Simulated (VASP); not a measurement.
A cell of CoSi$_{2}$ (fluorite) near equilibrium:

```
CoSi2
1.0
    0.00000     2.65582     2.65582
    2.65582     0.00000     2.65582
    2.65582     2.65582     0.00000
Co Si
1 2
Direct
  0.00000   0.00000   0.00000
  0.25000   0.25000   0.25000
  0.75000   0.75000   0.75000
```

Method: PBEsol GGA, VASP's PBE PAW potentials (set 64) (plane waves; VASP).

```csv
run,ΔE (meV/atom),σxx,σyy,σzz,"largest shear component, with its sign (GPa)",largest force (eV/Å)
as it is,0.0,0.10,0.10,0.10,0.00,0.000
after one change,21.3,1.14,1.14,0.69,0.00,1.279
```
Stress is in GPa, positive when the cell is compressed.

Question: Name the change that produced these shifts.
A. isotropic strain of +1.0 %
B. isotropic strain of +1.5 %
C. atom 3 (Si) moved by -0.200 Å along y
D. atom 1 (Co) moved by 0.100 Å along z

Answer: D, atom 1 (Co) moved by 0.100 Å along z

The compound is CoSi2 in the fluorite structure. The run is not spin-polarised, so no magnetic state was tried. The electron count is odd and the run is not spin-polarised, which forces a metal.
